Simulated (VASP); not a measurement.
Given:

Space group Fm-3m (No. 225); a = 4.7348 Å, b = 4.7348 Å, c = 4.7348 Å, α = 90.00°, β = 90.00°, γ = 90.00°

```csv
atom,site,symmetry,x,y,z
Zr,4a,m-3m,0.0000,0.0000,0.0000
C,4b,m-3m,0.5000,0.5000,0.5000
```
(The calculation used a cell of 2 atoms; values per cell refer to that cell.)

Level of theory: RPBE GGA, VASP's PBE PAW potentials (set 64) (plane waves; VASP). Run with 520 eV cut-off, 13×13×13 Γ-centred mesh, first-order Methfessel-Paxton smearing of 0.10 eV, potentials Zr_sv C.

Give the energy at these volumes per atom, relative to the lowest: 12.47, 12.87, 13.27, 13.66, 14.06 Å³.

35.2, 8.4, 0.0, 7.5, 28.6 meV/atom. A third-order Birch-Murnaghan fit gives B0 = 212 GPa and B0′ = 4.0.

Measured: a 4.696 Å (computed value off by +0.8 %), as given by Guo-Xu Zhang et al., New Journal of Physics (2018), doi:10.1088/1367-2630/aac7f0. The calculation is for a static lattice, while the measured a holds thermal and zero-point effects, which are part of the difference.

The compound is ZrC in the rock salt structure. It was relaxed first.
